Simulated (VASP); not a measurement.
```xyz
9
Lattice="2.4090 -4.1726 0.0000 2.4090 4.1726 0.0000 0.0000 0.0000 4.4638" Properties=species:S:1:pos:R:3 pbc="T T T"
V      1.6182     0.0000     1.1022
V      4.0090     1.4014     1.1022
V      4.0090    -1.4014     1.1022
V      0.8091     1.4014     3.3616
V      3.1999     0.0000     3.3616
V      0.8091    -1.4014     3.3616
N      0.0000     0.0000     0.0000
N      2.4090    -1.3909     2.2319
N      2.4090     1.3909     2.2319
```

These are LDA (Ceperley-Alder, Perdew-Zunger), VASP's LDA PAW potentials (set 64) (plane waves; VASP) values and carry that method's errors. Run with 520 eV cut-off, Gaussian smearing of 0.050 eV, potentials V_sv N.

Give the energies of bands 41 to 54 at the high-symmetry points, in eV from the Fermi level.

```tsv
band	Γ	M	K	A	L	H	H2
41	-1.41	-2.38	-2.26	-1.58	-2.03	-2.07	-2.07
42	-1.41	-1.91	-2.26	-1.44	-1.88	-1.99	-1.99
43	-1.31	-1.45	-1.32	-1.43	-1.59	-1.56	-1.56
44	-0.65	-1.41	-1.32	-1.43	-0.85	-0.92	-0.92
45	-0.38	-0.95	-1.14	-1.08	-0.77	-0.92	-0.92
46	-0.38	0.33	0.51	-1.08	-0.38	-0.16	-0.16
47	-0.29	0.36	0.51	-0.61	0.06	-0.16	-0.16
48	-0.29	0.45	0.59	0.44	0.13	0.27	0.27
49	0.15	0.50	0.98	0.60	0.17	0.75	0.75
50	0.15	1.10	1.11	0.60	0.51	0.83	0.83
51	0.22	1.29	1.11	1.25	0.55	0.83	0.83
52	1.56	1.35	1.36	1.25	1.45	1.32	1.32
53	1.56	1.43	1.50	1.32	1.61	1.33	1.33
54	1.64	1.50	1.50	1.32	1.64	1.33	1.33
```

It has no gap at this level: it comes out as a metal or semimetal.

The compound is V2N in the sg162 structure. It was relaxed first, which changed the volume by -6 %. The run is not spin-polarised, so no magnetic state was tried. The electron count is odd and the run is not spin-polarised, which forces a metal.
